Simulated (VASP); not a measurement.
# Splitting of the Δ conduction valleys in zinc-blende BAs under biaxial (110) strain, TB-mBJ with spin-orbit coupling

Boron and arsenic differ little in electronegativity and form a tetrahedral, largely covalent network in BAs. All members of this series are that one compound; only the strain in the (110) plane changes. Without strain, the conduction-band minima along the six ⟨100⟩ directions are equal in energy. Strain divides them into a [001] pair and a group of four along [100] and [010], and so alters which electron masses and which intervalley scattering matter in a device layer. We calculate how far the two groups separate and which is lower, with TB-mBJ and spin-orbit coupling on cells relaxed with LDA. The splitting is the [100] valley energy less the [001] valley energy, so a positive value means that [001] is lowest.

## Systems and settings

The start is a typed prototype cell. The crystal was relaxed with LDA. Equal strain is imposed in the (110) plane; the strain along the normal is adjusted until the normal stress vanishes, and the atoms are relaxed with LDA. VASP 6.6.1, plane waves with PAW, cutoff 480 eV, no spin polarisation. Band edges are single points at TB-mBJ with spin-orbit coupling on these cells, k mesh 9×9×9, read on short lines of k points at the zone centre and through the valleys; energies are counted from the valence-band top at the zone centre.  All levels use the PAW data sets made with LDA.

Notes on method and selection:

- A valley's energy from the valence-band top holds the shift of that top as well as the shift of the valley.
- The TB-mBJ parameter c is fixed anew from the density of each cell, so it changes along the series.
- Runs that did not converge, have known faults or may not be shown are not listed, and runs on Ansatz's PAW sets soft_1 and soft_2 are kept to separate tables.

Columns:

- strain (%): strain in the plane (tension positive).
- splitting (eV): valley along [100] less valley along [001].
- Δ [001] (eV): minimum of the conduction band along Γ–X in the [001] direction.
- Δ [100] (eV): minimum of the conduction band along Γ–X in the [100] direction.
- L [111] (eV): conduction level at L along [111].
- L [-111] (eV): conduction level at L along [-111].
- Γ level (eV): lowest conduction level at Γ.

Input lines of one member:

```
PREC = Accurate
ENCUT = 480
EDIFF = 1E-06
NELM = 150
ISMEAR = 0
SIGMA = 0.02
LREAL = .FALSE.
ALGO = Normal
METAGGA = MBJ
LASPH = .TRUE.
LNONCOLLINEAR = .TRUE.
NBANDS = 18
GGA_COMPAT = .FALSE.
LSORBIT = .TRUE.
KPAR = 3
```

Command (options for logging and memory left out): `mpirun -np 3 vasp_ncl`

## Data

| member | strain (%) | splitting (eV) | Δ [001] (eV) | Δ [100] (eV) | L [111] (eV) | L [-111] (eV) | Γ level (eV) |
| --- | --- | --- | --- | --- | --- | --- | --- |
| −2 % | −2.0 | 0.247 | 1.342 | 1.589 | 3.602 | 3.175 | 3.473 |
| −1.5 % | −1.5 | 0.168 | 1.441 | 1.609 | 3.527 | 3.219 | 3.522 |
| −1 % | −1.0 | 0.103 | 1.525 | 1.628 | 3.453 | 3.256 | 3.566 |
| −0.5 % | −0.5 | 0.047 | 1.600 | 1.647 | 3.381 | 3.286 | 3.601 |
| 0 % | 0.0 | 0.000 | 1.665 | 1.665 | 3.309 | 3.309 | 3.622 |
| +0.5 % | 0.5 | ? | ? | ? | ? | ? | ? |
| +1 % | 1.0 | −0.068 | 1.678 | 1.610 | 3.078 | 3.242 | 3.516 |
| +1.5 % | 1.5 | −0.092 | 1.669 | 1.577 | 2.959 | 3.195 | 3.439 |
| +2 % | 2.0 | −0.107 | 1.654 | 1.546 | 2.844 | 3.144 | 3.357 |

Cells marked ? are withheld until the estimate has been made.

Least-squares fits to the members shown, with x = strain (%); R² and errors in the fitted variable (y, or ln y where the fit is in ln y):

| y | members | fit | R² | rms residual | leave-one-out rms | the same for the mean of the others |
| --- | --- | --- | --- | --- | --- | --- |
| splitting (eV) | 8 | y = 0.03184 − 0.08655 x | 0.95 | 0.026 | 0.037 | 0.14 |
| Δ [001] (eV) | 8 | y = 1.576 + 0.07507 x | 0.76 | 0.057 | 0.081 | 0.13 |

## What drives the series

Compression makes the [001] pair lowest, and the tensile members shown have the [100] group lowest. The splitting falls from 0.247 eV at −2 % through zero to −0.107 eV at +2 %. Between −1 % and +1 % the mean slope is (−0.068 − 0.103) / 2.0 = −0.086 eV per % strain. The levels at L and Γ stay more than 1 eV above the lowest Δ valley in every row shown.

The sign follows from the geometry. The [001] axis lies in the strained plane and takes the full imposed strain, whereas [100] is tilted out of it and takes the average of the in-plane strain and the opposite strain along the normal. In tetrahedral semiconductors a Δ valley normally rises when the crystal is stretched along the valley's own axis. Tension therefore raises [001] relative to [100], and compression does the reverse.

The response is not symmetric. The part that is the same for both signs of strain is (0.103 − 0.068) / 2 = 0.0175 eV at 1 % and (0.247 − 0.107) / 2 = 0.070 eV at 2 %, a fourfold rise for a doubled strain, as a quadratic term requires. A likely source is the shear that (110) strain produces in the cubic axes. It mixes the two lowest conduction bands near X and pushes the [001] valley down for either sign of strain, which adds to the splitting under compression and reduces it under tension.

The separate valley energies need more care, because they also contain the shift of the valence-band top. The lowest valley lies at 1.342 eV at −2 % and 1.546 eV at +2 %, against 1.665 eV without strain. Strain splits the valence-band top and raises its upper branch relative to the average, which helps to lower both figures. This shift cancels in the splitting.

## Predicting the missing value

Plain estimates from the members shown:

- +0.5 %, fit at x = 0.5: −0.011 eV
- +0.5 %, straight-line interpolation between 0 % and +1 %: w = (0.5 − 0.0) / (1.0 − 0.0) = 0.500, so 0.000 + 0.500 × (−0.068 − 0.000) = −0.034 eV

The straight-line fit is unsuitable here: it gives 0.032 eV at zero strain, where symmetry requires zero, and it misses the curvature. Interpolation between 0 % and +1 % is the better start, at −0.034 eV, but the splitting curves upward with strain, so a chord lies above it and the value should be more negative.

We include the curvature by passing a cubic through the members at −1, 0, +1 and +2 %. Midway between the inner two, it weights each inner point by 9/16 and each outer point by −1/16:

(−0.103 + 9 × 0.000 + 9 × (−0.068) + 0.107) / 16 = −0.038 eV.

The shift from the chord is thus −0.004 eV.

The same formula, moved to −0.5 % and using −2, −1, 0 and +1 %, gives (−0.247 + 9 × 0.103 + 9 × 0.000 + 0.068) / 16 = 0.047 eV, equal to the tabulated value. A cubic through −2, −1.5, −0.5 and 0 % tests the route at −1 %: 2/3 × (0.168 + 0.047) − 1/6 × (0.247 + 0.000) = 0.102 eV, against 0.103 eV in the table. These misses, together with the rounding of the entries, support an error of about 0.001 eV. The [100] group should therefore already be lowest at +0.5 %.

**Committed estimate, +0.5 %: splitting = −0.038 ± 0.001 eV.**

## How the estimate fared

| member | strain (%) | splitting (eV) | Δ [001] (eV) | Δ [100] (eV) | L [111] (eV) | L [-111] (eV) | Γ level (eV) |
| --- | --- | --- | --- | --- | --- | --- | --- |
| +0.5 % | 0.5 | −0.038 | 1.677 | 1.639 | 3.194 | 3.280 | 3.580 |

| member | estimate | splitting (eV) | computed | estimate − computed | miss in error bars |
| --- | --- | --- | --- | --- | --- |
| +0.5 % | committed | −0.038 | −0.038 | 0.000 | 0.0 |
| +0.5 % | fit | −0.011 | −0.038 | +0.027 |  |
| +0.5 % | interpolation | −0.034 | −0.038 | +0.004 |  |

The computed splitting at +0.5 % is −0.038 eV, equal to our estimate at the printed precision and so inside the error bar of 0.001 eV. Straight-line interpolation came out 0.004 eV too high and the linear fit 0.027 eV too high. The [100] group is the lower one at this strain, as predicted.

The correction for curvature held in both sign and size. With the new member, the part of the splitting that is the same for both signs of strain is (0.047 − 0.038) / 2 = 0.0045 eV at 0.5 %. A quarter of the value found at 1 % would be 0.0175 / 4 = 0.0044 eV, so the quadratic term is already present at small strain. This is what shear mixing of the two lowest conduction bands near X would give. The agreement supports the quadratic form but does not identify its source, because the interpolation uses only the smoothness of the curve.

## Members off the line

Least-squares fits to the whole series, with x = strain (%); R² and errors in the fitted variable (y, or ln y where the fit is in ln y):

| y | members | fit | R² | rms residual | leave-one-out rms | the same for the mean of the others |
| --- | --- | --- | --- | --- | --- | --- |
| splitting (eV) | 9 | y = 0.02889 − 0.08743 x | 0.95 | 0.025 | 0.037 | 0.13 |
| Δ [001] (eV) | 9 | y = 1.583 + 0.07717 x | 0.75 | 0.057 | 0.080 | 0.13 |

Largest departures from the fit to the whole series:

| member | splitting (eV) | fit | computed − fit | in rms residuals |
| --- | --- | --- | --- | --- |
| −2 % | 0.247 | 0.204 | +0.043 | 1.7 |
| +2 % | −0.107 | −0.146 | +0.039 | 1.5 |
| 0 % | 0.000 | 0.029 | −0.029 | 1.1 |
| −0.5 % | 0.047 | 0.073 | −0.026 | 1.0 |

No member stands out; the largest departures, +0.043 eV at −2 % and +0.039 eV at +2 %, come from fitting a straight line to a curved dependence. The same misfit gives the negative departures at 0 % and −0.5 %, and the fitted 0.029 eV at zero strain contradicts the cubic symmetry, which makes the splitting zero there.

## Rules of thumb and their limits

Between −2 % and +2 %, compression puts the [001] pair lowest and tension the [100] and [010] group. With x the strain in %, the splitting in eV follows −0.086 x + 0.0175 x², where both coefficients come from the members at −1 % and +1 %. The typical miss over the nine members is about 0.003 eV, against 0.13 eV for the mean of the others, so a new strain within this range can be estimated to a few meV.

For a device layer at room temperature, with a thermal energy of roughly 0.026 eV and equal density-of-states masses in all valleys, −1 % strain places a fraction 1 / (1 + 2 × exp(−0.103 / 0.026)) = 0.96 of the electrons in the [001] pair.

Lattice vibrations are left out. They lower the gap, but most of that shift should be common to all Δ valleys and so matter less for the splitting than for the gap.

[Logs are printed without paths, hosts, clocks, repeated set-up lines and the standing remarks that a program may print on its own settings, such as how far it seeks lower states.]
